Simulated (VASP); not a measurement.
All values below come from SCAN meta-GGA, VASP's PBE PAW potentials (set 64) (plane waves; VASP 6.6.1).

VASP input:

**INCAR**
```
SYSTEM = TiC
PREC = Accurate; ENCUT = 520; LREAL = .FALSE.
LASPH = .TRUE.
EDIFF = 1E-7; NELM = 100; ALGO = Normal
LMAXMIX = 4; LMIXTAU = .TRUE.
ISMEAR = 1; SIGMA = 0.1
METAGGA = SCAN
ISIF = 2
LWAVE = .FALSE.; LCHARG = .FALSE.
```

File KPOINTS:
```
Automatic mesh
0
Gamma
14 14 14
0 0 0
```

### POSCAR
```
TiC
1
    0.0000000000     2.1192907770     2.1192907770
    2.1192907770     0.0000000000     2.1192907770
    2.1192907770     2.1192907770     0.0000000000
Ti C
1 1
Direct
  0.0000000000   0.0000000000   0.0000000000
  0.5000000000   0.5000000000   0.5000000000
```

POTCAR, in this order: Ti_sv C (PBE.64 set). Program: vasp_std.

Problem. What will the output report for the number of irreducible k-points (NKPTS), largest plane-wave count, number of space-group operations, FFT grid (NGX, NGY, NGZ)?

Solution. 
- number of irreducible k-points (NKPTS) = 104
- largest plane-wave count = 533
- number of space-group operations = 48
- FFT grid (NGX, NGY, NGZ) = 24 × 24 × 24

The compound is TiC in the rock salt structure. This cell is one point of a volume scan, at 0.94 of the reference volume.
